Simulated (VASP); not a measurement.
Crystal: GaGe3.

```
CELL_PARAMETERS angstrom
5.98504 0.00000 0.00000
-2.99252 5.18319 0.00000
0.00000 0.00000 5.03495
ATOMIC_POSITIONS crystal
Ge 0.16356 0.32712 0.25000
Ge 0.16356 0.83644 0.25000
Ge 0.67288 0.83644 0.25000
Ge 0.83644 0.67288 0.75000
Ge 0.83644 0.16356 0.75000
Ge 0.32712 0.16356 0.75000
Ga 0.33333 0.66667 0.75000
Ga 0.66667 0.33333 0.25000
```

The cell comes from a database or a generator and needn't be the stable form of this composition.

```yaml
Program: VASP 6.6.1
Task: relaxation of cell and atoms
Functional: PBEsol
Dispersion: ULG
Potentials_or_basis: VASP PAW PBE potentials, release 64 (Ge_d, Ga_d)
Cutoff: 600 eV
k_mesh: 5 × 5 × 5
Occupations: gaussian, width 0.01 eV
Spin: no spin polarisation
```

At the start: pressure -7.2 GPa; volume 19.52 Å³/atom.

Where does the relaxation end?

Over 17 steps the energy falls by 63.3 meV/atom and the volume is 17.27 Å³/atom (-11.6 %); space group P6_3/mmc (No. 194, to 0.05 Å).

The path:
```tsv
step	energy change (eV)	largest force (eV/Å)	pressure (GPa)	volume (Å³)
1	0.0000	0.1787	-7.20	156.19
2	-0.0350	0.1763	-6.99	155.46
3	-0.4175	0.0177	-2.94	144.51
4	-0.4592	0.1639	0.27	138.52
5	-0.4641	0.1027	-0.47	139.72
6	-0.4656	0.0851	-0.48	139.72
7	-0.4714	0.0208	-0.05	138.94
8	-0.4716	0.0190	0.03	138.82
9	-0.4718	0.0118	0.14	138.62
10	-0.4720	0.0056	0.18	138.56
11	-0.4726	0.0032	0.20	138.61
12	-0.4789	0.0020	-0.07	138.93
13	-0.4906	0.0137	-0.20	138.84
14	-0.5059	0.0072	0.10	137.95
15	-0.5060	0.0059	0.05	138.05
16	-0.5060	0.0010	-0.03	138.17
17	-0.5060	0.0011	-0.03	138.14
```

Final structure:
```
Ge Ga
1.0
     5.81382    0.00000    0.00000
    -2.90691    5.03492    0.00000
     0.00000    0.00000    4.71919
Ge Ga
6 2
Direct
  0.16830 0.33660 0.25000
  0.16830 0.83170 0.25000
  0.66340 0.83170 0.25000
  0.83170 0.66340 0.75000
  0.83170 0.16830 0.75000
  0.33660 0.16830 0.75000
  0.33333 0.66667 0.75000
  0.66667 0.33333 0.25000
```

Caveat: atom-pairwise D2, TS and ULG terms overbind metals; the PAW data sets were made with another functional, which shifts forces and pressure a little; pairwise dispersion overbinds metals, which lowers pressure and volume.
